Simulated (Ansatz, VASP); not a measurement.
**Ga (linear Ga chain) in two plane-wave programs**

Aim: how closely do two programs agree when they are given the same cell, functional and k mesh? The cell is taken from a series of runs on this material, whose earlier steps may have relaxed, scaled, displaced or heated it; both programs get it as it stands.

Method: plane waves, with VASP 6.6.1 beside it; LDA, in Ansatz 0.2.0.

**1. The structure**

The cell holds 1 atom: 1 Ga. Its edges and angles: a = 7.500 Å, b = 7.500 Å, c = 1.967 Å, α = 90.0°, β = 90.0°, γ = 90.0°. Vacuum lies along a and b. The structure's axis is c.

Coordinates:

```xyz
1
Lattice="7.5000 0.0000 0.0000 0.0000 7.5000 0.0000 0.0000 0.0000 1.9673" Properties=species:S:1:pos:R:3
Ga    3.7500    3.7500    0.0000
```

**2. VASP: single point, LDA, pair 1**

With cell and atoms fixed, the geometry can't cause a difference; cores, projectors, grids and the points listed under the comparison can.

Lines of VASP's logs that name or quote its potential files are left out, and so is its time.

Input file INCAR:

```
SYSTEM = Ga
PREC = Accurate
ENCUT = 500
EDIFF = 1E-06
NELM = 200
ISMEAR = -1
SIGMA = 0.05
LREAL = .FALSE.
ALGO = Normal
GGA = CA
NBANDS = 13
ISPIN = 2
MAGMOM = -0
LORBIT = 11
LWAVE = .FALSE.
LCHARG = .FALSE.
ISIF = 2
LASPH = .TRUE.
GGA_COMPAT = .FALSE.
```

Input file POSCAR:

```
Ga
1.0
    7.5000000000      0.0000000000      0.0000000000
    0.0000000000      7.5000000000      0.0000000000
    0.0000000000      0.0000000000      1.9673027737
Ga
1
Direct
    0.5000000000      0.5000000000      0.0000000000
```

Input file KPOINTS:

```
Automatic mesh
0
Gamma
1 1 41
0 0 0
```

PAW data sets: Ga_d (LDA family, release 64).

Started as:

```sh
$ mpirun -np 1 vasp_std
```

Numbers of over 12 decimals in the logs are rounded to 6 here.

Log:

```text
[banner, memory and clock lines left out]
running    1 mpi-ranks, on    1 nodes
 distrk:  each k-point on    1 cores,    1 groups
 distr:  one band on    1 cores,    1 groups

 POSCAR found type information on POSCAR Ga
 POSCAR found :  1 types and       1 ions
 LDA part: xc-table for (Slater(with rela. corr.)+CA(PZ))
 , standard interpolation
 POSCAR, INCAR and KPOINTS ok, starting setup
 FFT: planning ... GRIDC
 FFT: planning ... GRID_SOFT
 FFT: planning ... GRID
 WAVECAR not read
 entering main loop
       N       E                     dE             d eps       ncg     rms          rms(c)
DAV:   1     0.573979172713E+02    0.57398E+02   -0.61847E+03  1100   0.893E+02
DAV:   2     0.251690603147E+01   -0.54881E+02   -0.50796E+02  1251   0.203E+02
DAV:   3    -0.143761945362E+01   -0.39545E+01   -0.39364E+01  1292   0.558E+01
DAV:   4    -0.153661432476E+01   -0.98995E-01   -0.98970E-01  1487   0.904E+00
DAV:   5    -0.153830573350E+01   -0.16914E-02   -0.16913E-02  1332   0.974E-01    0.263E+00
DAV:   6    -0.135587315866E+01    0.18243E+00   -0.88537E-02  1142   0.227E+00    0.144E+00
DAV:   7    -0.126298518678E+01    0.92888E-01   -0.16392E-01  1242   0.274E+00    0.160E-01
DAV:   8    -0.126423205300E+01   -0.12469E-02   -0.68893E-03  1123   0.648E-01    0.631E-02
DAV:   9    -0.126492841900E+01   -0.69637E-03   -0.73790E-04  1142   0.324E-01    0.411E-02
DAV:  10    -0.126590482333E+01   -0.97640E-03   -0.12282E-04  1127   0.571E-02    0.207E-02
DAV:  11    -0.126633303726E+01   -0.42821E-03   -0.11431E-04  1182   0.628E-02    0.890E-03
DAV:  12    -0.126644592451E+01   -0.11289E-03   -0.73541E-06  1142   0.155E-02    0.624E-03
DAV:  13    -0.126659997858E+01   -0.15405E-03   -0.19097E-05  1112   0.214E-02    0.202E-03
DAV:  14    -0.126661224311E+01   -0.12265E-04   -0.12304E-06  1187   0.615E-03    0.967E-04
DAV:  15    -0.126661430251E+01   -0.20594E-05   -0.20287E-07   813   0.215E-03    0.443E-04
DAV:  16    -0.126661453521E+01   -0.23269E-06   -0.63923E-08   801   0.167E-03
   1 F= -.12666145E+01 E0= -.12631067E+01  d E =-.701558E-02  mag=     0.0000
```

Parts of OUTCAR (step 2):

```text
ion  position               nearest neighbor table
   1  0.500  0.500  0.000-

  LATTYP: Found a simple tetragonal cell.
 ALAT       =     7.5000000000
 C/A-ratio  =     0.2623070365

 Subroutine GETGRP returns: Found 16 space group operations
 (whereof 16 operations were pure point group operations)

The static configuration has the point symmetry D_4h.

 Found     21 irreducible k-points:

   k-points           NKPTS =     21   k-points in BZ     NKDIM =     21   number of bands    NBANDS=     13

   dimension x,y,z NGX =    56 NGY =   56 NGZ =   14
   dimension x,y,z NGXF=   112 NGYF=  112 NGZF=   28

   ENCUT  =  500.0 eV  36.75 Ry    6.06 a.u.  13.67 13.67  3.59*2*pi/ulx,y,z

   NELECT =      13.0000    total number of electrons

 k-points in reciprocal lattice and weights: Automatic mesh
   0.00000000  0.00000000  0.00000000       0.024
   0.00000000  0.00000000  0.02439024       0.049
   0.00000000  0.00000000  0.04878049       0.049
   0.00000000  0.00000000  0.07317073       0.049
   0.00000000  0.00000000  0.09756098       0.049
   0.00000000  0.00000000  0.12195122       0.049
   0.00000000  0.00000000  0.14634146       0.049
   0.00000000  0.00000000  0.17073171       0.049
   0.00000000  0.00000000  0.19512195       0.049
[...]
0.00000000  0.00000000  0.46341463       0.049
   0.00000000  0.00000000  0.48780488       0.049

 average (electrostatic) potential at core
       1 -74.6010

 E-fermi :  -3.1605

 spin component 1
 k-point     1 :       0.0000    0.0000    0.0000
  band No.  band energies     occupation
    ...
      4     -17.4192      1.00000
      5     -17.4192      1.00000
      6     -11.4005      1.00000
      7      -3.8753      1.00000
      8      -3.8753      1.00000
      9       0.3230      0.00000
     10       1.7568      0.00000
     11       3.0663      0.00000
     12       3.5904      0.00000
     13       3.5904      0.00000

 k-point     2 :       0.0000    0.0000    0.0244
  band No.  band energies     occupation
    ...
      4     -17.4298      1.00000
      5     -17.4298      1.00000
      6     -11.3817      1.00000
      7      -3.8473      1.00000
      8      -3.8473      1.00000
      9       0.3454      0.00000
     10       1.7796      0.00000
     11       3.0888      0.00000
     12       3.6142      0.00000
     13       3.6142      0.00000

 k-point     3 :       0.0000    0.0000    0.0488
  band No.  band energies     occupation
    ...
      4     -17.4613      1.00000
      5     -17.4613      1.00000
      6     -11.3250      1.00000
      7      -3.7635      0.99999
      8      -3.7635      0.99999
      9       0.4126      0.00000
     10       1.8481      0.00000
     11       3.1564      0.00000
     12       3.6856      0.00000
     13       3.6856      0.00000

 k-point     4 :       0.0000    0.0000    0.0732
  band No.  band energies     occupation
    ...
      4     -17.5125      1.00000
      5     -17.5125      1.00000
      6     -11.2300      1.00000
      7      -3.6246      0.99991
      8      -3.6246      0.99991
      9       0.5247      0.00000
     10       1.9623      0.00000
     11       3.2690      0.00000
     12       3.8045      0.00000
     13       3.8045      0.00000

 k-point     5 :       0.0000    0.0000    0.0976
  band No.  band energies     occupation
    ...
      4     -17.5817      1.00000
      5     -17.5817      1.00000
      6     -11.0961      1.00000
      7      -3.4317      0.99561
      8      -3.4317      0.99561
      9       0.6816      0.00000
     10       2.1221      0.00000
     11       3.4268      0.00000
     12       3.9708      0.00000
     13       3.9708      0.00000

 k-point     6 :       0.0000    0.0000    0.1220
  band No.  band energies     occupation
    ...
      4     -17.6666      1.00000
      5     -17.6666      1.00000
      6     -10.9224      1.00000
      7      -3.1861      0.62510
      8      -3.1861      0.62510
      9       0.8831      0.00000
     10       2.3276      0.00000
     11       3.6297      0.00000
     12       4.1843      0.00000
     13       4.1843      0.00000

  Total        0.1151972      0.1151972     12.4059349      0.0000000      0.0000000     -0.0000000
  in kB        1.6678566      1.6678566    179.6165493      0.0000000      0.0000000     -0.0000000
  external PRESSURE =      60.9840875 kB  Pullay stress =       0.0000000 kB

  energy-cutoff  :      500.00
  volume of cell :      110.66
      direct lattice vectors                 reciprocal lattice vectors
     7.500000000  0.000000000  0.000000000     0.133333333  0.000000000  0.000000000
     0.000000000  7.500000000  0.000000000     0.000000000  0.133333333  0.000000000
     0.000000000  0.000000000  1.967302774     0.000000000  0.000000000  0.508310166

 POSITION                                       TOTAL-FORCE (eV/Angst)
 -----------------------------------------------------------------------------------
      3.75000      3.75000      0.00000         0.000000      0.000000      0.000000
 -----------------------------------------------------------------------------------
    total drift:                                0.000000      0.000000      0.000000

  FREE ENERGIE OF THE ION-ELECTRON SYSTEM (eV)
  ---------------------------------------------------
  free  energy   TOTEN  =        -1.2666145352 eV

  energy  without entropy=       -1.2595989565  energy(sigma->0) =       -1.26310675

 total charge
# of ion       s       p       d       tot
------------------------------------------
    1        1.082   1.057   9.956  12.095

 magnetization (x)
# of ion       s       p       d       tot
------------------------------------------
    1       -0.000  -0.000  -0.000  -0.000

[... 4 further parts left out ...]
```

This run allows spin, but its moments start at zero, where symmetry between the spins tends to hold them. Its electron count is odd, so without a moment it is a metal by construction.

**3. Ansatz: single point, LDA, pair 1**

Ansatz runs on its default PAW (the set named soft_2) files.

The same cell, functional (in two slightly different forms), mesh and smearing now go to Ansatz, which takes its cutoff from its data sets.

Input file input.yaml:

```yaml
crystal:
  lattice:
    - [7.5, 0.0, 0.0]
    - [0.0, 7.5, 0.0]
    - [0.0, 0.0, 1.9673027737]
  atoms:
    - { symbol: Ga, position: [0.5, 0.5, 0.0], spin: 0.5 }
magnetization:
  spin_polarized: true
kpoints:
  mp_grid: { grid: [1, 1, 41] }
scf:
  occupations: { method: fermi_dirac, width: 0.05 }
hamiltonian:
  xc: lda
output:
  transmission:
    e_range: [-2, 2]
    de: 0.035
    kmesh: [1, 1]
    reduced_basis: true
    leads: [[0, 0]]
  stress: true
```

Started as:

```sh
$ ansatz run input.yaml --threads 4 --pin off --max-ram 8192MiB --backend cpu --events-out ev --progress --plain --runs-dir out
```

Log:

```text
Engine: ansatz 0.2.0, aarch64-unknown-linux-gnu
Pseudopotentials: kind: paw
Pseudopotential: Ga, paw, valence charge 13, recommended cutoff 420 eV (normal), Ga.paw.azcp
Functional definition: SPW92
  exchange = slater_x
  correlation = pw_c
Crystal: 1 atoms, lattice volume = 110.661 Å³
Basis set: ecut = 420 eV, 2159 PW (Γ)
Bands: 11, of which v1, the nominal top of the filled ones, is band 7 counted from 1 (6 counted from 0)
Symmetry: 16 space group operations
Space group: P4/mmm (ITA 123), of the structure as read, at distance tolerance 4.8e-5 Å
Magnetic group: BNS 123.339 (UNI 999), of the structure as read, at distance tolerance 4.8e-5 Å
k-points: 21 of 41
Non-local potential: Ga, projectors of the file, l = 0: 2, l = 1: 2, l = 2: 3, l = 3: 1
PAW form: soft (Blöchl's): semilocal exchange-correlation on the pseudo side does not see the compensation charge
PAW frozen core: Ga, regenerated for the run's functional, and the local potential with it (the file was generated under x = pbe(κ = 0.804, μ = 0.219515), c = pbe(β = 0.066725))
PAW one-centre angular grid: Ga, 590 points (default); XC on 64 Gauss nodes
Initial density: superposition of atomic densities (neutral atoms: chi_scale 0, normalization atom)
Starting moments: Σ|m| = 0.5 μB on 1 of 1 site
Initial wavefunctions: pseudopotential atomic-orbital guess
Functional: x = slater, c = lda
SCF iter   1: F=—  HF=-3704.948442 eV  |F-HF|=—  |Δ(HF+E_count)|=         —  Δρ=2.82e-2 (↑2.82e-2 ↓2.15e-2)  dr2=6.70e-1  dr2_m=4.98e-1  M=0.057 μB ∫|m|=0.057 μB  β_m=0.30  ethr=3.10e-3  ⟨swp⟩=6.1  Hψ=3142  notcnv=0
preconditioner: auto → Resta (q_TF=auto, 1.909 Å⁻¹)  ε∞=1.4  [insulator: Δε(μ)=0.140 eV  Ē_g=19.100 eV  σ=0.050 eV  W_gap=0.55  n_scr=20 (ndim 8)  ℏωp=12.7 eV  f_vac=0.642  D(μ)=0.69/eV (n_scr^D=4)  ε∞_Penn≈1.4  vacuum switching on, ρ_ref=2.6e-2 e/Å³]
spin=Collinear: Resta preconditioning applied to the charge; magnetization (m = ρ↑ − ρ↓) channel mixes plain (no charge-response kernel on spin).
SCF iter   2: F=—  HF=-3704.782719 eV  |F-HF|=—  |Δ(HF+E_count)|=   1.66e-1  Δρ=1.93e-2 (↑1.93e-2 ↓1.52e-2)  dr2=2.75e-1  dr2_m=2.49e-1  M=0.047 μB ∫|m|=0.047 μB  β_m=0.30  ethr=3.10e-3  ⟨swp⟩=1.5  Hψ=851  notcnv=0  defer=11
preconditioner: auto → LDOS  [metal: Δε(μ)=0.109 eV  Ē_g=18.859 eV  σ=0.050 eV  W_gap=0.46  n_scr=20 (ndim 8)  ℏωp=12.7 eV  f_vac=0.659  D(μ)=0.77/eV (n_scr^D=4)]
spin=Collinear: LDOS preconditioning applied to the charge; magnetization (m = ρ↑ − ρ↓) channel mixes plain (no charge-response kernel on spin).
SCF iter   3: F=—  HF=-3704.671114 eV  |F-HF|=—  |Δ(HF+E_count)|=   1.12e-1  Δρ=1.14e-2 (↑1.08e-2 ↓1.14e-2)  dr2=2.14e-3  dr2_m=1.24e-1  M=0.037 μB ∫|m|=0.037 μB  β_m=0.30  ethr=2.12e-3  ⟨swp⟩=2.3  Hψ=765  notcnv=0  defer=14
SCF iter   4: F=—  HF=-3704.676142 eV  |F-HF|=—  |Δ(HF+E_count)|=   5.03e-3  Δρ=7.98e-3 (↑7.71e-3 ↓7.98e-3)  dr2=8.44e-4  dr2_m=6.20e-2  M=0.031 μB ∫|m|=0.031 μB  β_m=0.30  ethr=1.65e-5  ⟨swp⟩=2.4  Hψ=828  notcnv=0  defer=24
SCF iter   5: F=—  HF=-3704.678946 eV  |F-HF|=—  |Δ(HF+E_count)|=   2.80e-3  Δρ=5.60e-3 (↑5.47e-3 ↓5.60e-3)  dr2=2.17e-5  dr2_m=3.10e-2  M=0.025 μB ∫|m|=0.025 μB  β_m=0.30  ethr=6.50e-6  ⟨swp⟩=2.1  Hψ=848  notcnv=0  defer=24
SCF iter   6: F=—  HF=-3704.680382 eV  |F-HF|=—  |Δ(HF+E_count)|=   1.44e-3  Δρ=3.97e-3 (↑3.86e-3 ↓3.97e-3)  dr2=1.41e-5  dr2_m=1.55e-2  M=0.021 μB ∫|m|=0.021 μB  β_m=0.30  ethr=1.67e-7  ⟨swp⟩=2.0  Hψ=742  notcnv=0  defer=22
SCF iter   7: F=—  HF=-3704.681142 eV  |F-HF|=—  |Δ(HF+E_count)|=   7.59e-4  Δρ=2.77e-3 (↑2.77e-3 ↓2.77e-3)  dr2=1.26e-7  dr2_m=7.78e-3  M=0.017 μB ∫|m|=0.017 μB  β_m=0.30  ethr=1.09e-7  ⟨swp⟩=2.5  Hψ=697  notcnv=0  defer=22
Mixer restart at iter 7: flushing history
spin-set hold released at iteration 7 (site moments contracting): the magnetisation degrees of freedom join the quasi-Newton model from the next iteration; the mixer history was flushed
SCF iter   8: F=—  HF=-3704.681533 eV  |F-HF|=—  |Δ(HF+E_count)|=   3.91e-4  Δρ=1.96e-3 (↑1.96e-3 ↓1.96e-3)  dr2=8.50e-8  dr2_m=3.90e-3  M=0.014 μB ∫|m|=0.014 μB  β_m=0.65  ethr=7.69e-10  ⟨swp⟩=9.0  Hψ=2811  notcnv=0
SCF iter   9: F=—  HF=-3704.681988 eV  |F-HF|=—  |Δ(HF+E_count)|=   4.55e-4  Δρ=5.61e-5 (↑5.61e-5 ↓5.18e-5)  dr2=1.04e-7  dr2_m=2.91e-6  M=0.004 μB ∫|m|=0.005 μB  β_m=0.82  ethr=6.54e-10  ⟨swp⟩=7.3  Hψ=2607  notcnv=0
SCF iter  10: F=—  HF=-3704.681997 eV  |F-HF|=—  |Δ(HF+E_count)|=   9.38e-6  Δρ=3.17e-5 (↑2.73e-5 ↓3.17e-5)  dr2=1.31e-7  dr2_m=8.32e-7  M=0.002 μB ∫|m|=0.002 μB  β_m=0.91  ethr=6.54e-10  ⟨swp⟩=2.6  Hψ=756  notcnv=0
SCF iter  11: F=—  HF=-3704.682001 eV  |F-HF|=—  |Δ(HF+E_count)|=   3.50e-6  Δρ=2.06e-5 (↑2.06e-5 ↓1.57e-5)  dr2=4.33e-7  dr2_m=1.54e-7  M=0.001 μB ∫|m|=0.001 μB  β_m=0.77  ethr=6.54e-10  ⟨swp⟩=2.8  Hψ=811  notcnv=0
SCF iter  12: F=—  HF=-3704.682001 eV  |F-HF|=—  |Δ(HF+E_count)|=   1.64e-7  Δρ=4.99e-6 (↑4.59e-6 ↓4.99e-6)  dr2=2.29e-9  dr2_m=2.23e-8  M=0.000 μB ∫|m|=0.000 μB  β_m=0.88  ethr=6.54e-10  ⟨swp⟩=3.4  Hψ=1960  notcnv=0
SCF iter  13: F=—  HF=-3704.682001 eV  |F-HF|=—  |Δ(HF+E_count)|=   1.06e-7  Δρ=1.72e-7 (↑1.49e-7 ↓1.72e-7)  dr2=4.12e-12  dr2_m=2.47e-11  M=0.000 μB ∫|m|=0.000 μB  β_m=0.94  ethr=1.76e-11  ⟨swp⟩=4.0  Hψ=1251  notcnv=0
SCF iter  14: F=-3704.682001 eV  HF=-3704.682001 eV  |F-HF|=4.55e-13  |Δ(HF+E_count)|=  1.15e-10  Δρ=9.21e-9 (↑3.28e-9 ↓9.21e-9)  dr2=9.28e-14  dr2_m=2.79e-14  M=-0.000 μB ∫|m|=0.000 μB  ethr=1.00e-12  ⟨swp⟩=2.0  Hψ=789  notcnv=0
SCF 1 converged in 14 iterations: F = -3704.682001 eV  dr2 = 9.28e-14
  greatest PAW one-centre occupation: 0.995 electrons in one spin orbital (limit 2), on the Ga atom at site 0 (counted from 0), in its partial waves of l = 2
WARN: the starting moments were not kept: the SCF closed with an absolute magnetisation of 3.0e-7 μB, where they sum to 0.5 μB in size (1 site). That is at most 0.1 of that sum. Measured as dr2_m measures the in/out step, that magnetisation stands 2.7e-14 eV from none, at or under the dr2_threshold of 1.0e-7 eV: it is no larger than a step whose dr2_m would equal this threshold. The system may hold no moment; this SC [...]
transmission: 6 of 36 steps passed
transmission: 9 of 36 steps passed
[...]
transmission: 36 of 36 steps passed
SCF converged after 14 iterations
Magnetization: -0.0000 μB (6.5000 up, 6.5000 down)
Absolute magnetization: 0.0000 μB (∫|ρ↑−ρ↓|, with the PAW one-centre terms)
Spin contamination: 0.0000 ħ² per cell (⟨S²⟩ above its minimum at these occupations)
Per-site moments (μB) at R_I (Å): [(-5.961449600363853e-8, 0.811512)]
Free energy (F): -3704.682001 eV
Harris-Foulkes:  -3704.682001 eV  (|F-HF|=4.55e-13)
Internal energy: -3704.674988 eV  (E = F + TS)
E sigma→0 (E₀):  -3704.678494 eV
Entropy (-TS):   -0.007014 eV (-7.014 meV/atom)
Fermi energy:    -2.457335 eV
--- Per-component energies (eV) ---
  E_band       = -193.792094
  E_kinetic    = 118.447770
  E_local      = -4050.581976  (includes V_loc(G=0)·N_el)
  E_nonlocal   = 421.971058
  E_hartree    = 1888.843799
  E_xc         = -70.487461
  E_vxc        = -60.386563  (∫ρ·V_xc dr)
  E_paw        = -1905.462965  (= ΣΔE_a)
  E_vpaw       = -400.929854  (= ΣTr[D̂ρ^β])
  E_aug_tail   = -0.000125  (compensation charges beyond the density's cutoff)
  E_ewald      = -109.133568
  E_core_change = 1.728480  (= ΣΔE_core)
  E_smearing   = -0.007014  (= −TS)
  E_closure    = 0.000000  (closes the sum)
  Σ components = -3704.682001   (vs F -3704.682001, Δ=0.00e0)
--- Stress (GPa, compression-positive) ---
        0.171836       0.000000       0.000000
        0.000000       0.171836       0.000000
        0.000000       0.000000      16.883382
  P = ⅓ Tr σ = 5.7424 GPa (57.424 kbar)
--- Band table (eV; the first three rows and the last of 42) ---
  k-point 0 ↑: bands = [... 3 lower, -16.6951, -16.6951, -10.7191, -3.1728, -3.1728, 1.0139, 2.4528, 3.7630]
  k-point 1 ↑: bands = [... 3 lower, -16.7058, -16.7058, -10.7002, -3.1448, -3.1448, 1.0364, 2.4756, 3.7855]
  k-point 2 ↑: bands = [... 3 lower, -16.7374, -16.7374, -10.6433, -3.0609, -3.0609, 1.1037, 2.5440, 3.8530]
  k-point 20 ↓: bands = [... 3 lower, -17.2063, -16.3222, -3.1238, 1.2545, 6.0280, 6.0280, 8.4857, 8.4857]
--- Transmission ---
  basis      : 497 plane waves across, 3 finite elements along
  points     : 1, standing for a mesh of 1 x 1
  filling    : by the input's occupations and mesh, since the crystals that have channels conduct as metals do. If one of these is a semiconductor, that mesh has misplaced its level
  energies   : 115 from -2.000000 to 1.990000 eV about the Fermi level, 0.035000 eV apart; the leads are filled to 0.000000 eV, and channels, transmission and decay are at -0.005000 eV
  crystal 0  : Ga1, at the sites [0, 0], period 1.9673 Å: whole cells are its period
    offset         : up to 0.0000 Å between an atom of the period and one for which it stands
    filled         : 9.5 meV under the level at which it is neutral
    channels       : 2.000000e0 up, 2.000000e0 down
    conductance    : 2.7549e14 S/m² at 300 K; may be off by some 0.0 % by where its bands' edges are placed, 0.0 % from the distance to neutral
```

The column dr2 measures how far the density is from self-consistency, as an energy; F and HF (Harris–Foulkes) agree once it is small.

**4. Side by side**

Known differences besides the potentials themselves: the two LDA forms differ slightly; the cutoff is 420 eV in Ansatz and 500 eV in VASP; VASP's log shows a relativistic correction to its local exchange, Ansatz's none. Total energies have different zeros and are not compared.

Compared:

```tsv
quantity	Ansatz	VASP	difference
pressure (GPa)	5.74	6.10	-0.36
```

[end of part 1 of 2]

[Lines on the potential files, build, host, timing and source positions are cut from VASP's logs without a mark.]

[Logs are printed without paths, hosts, clocks, repeated set-up lines and the standing remarks that a program may print on its own settings, such as how far it seeks lower states.]

[Hosts, paths, dates, database ids (printed as entryN), source tags and the programs' standing remarks are cut or masked in the printed files.]
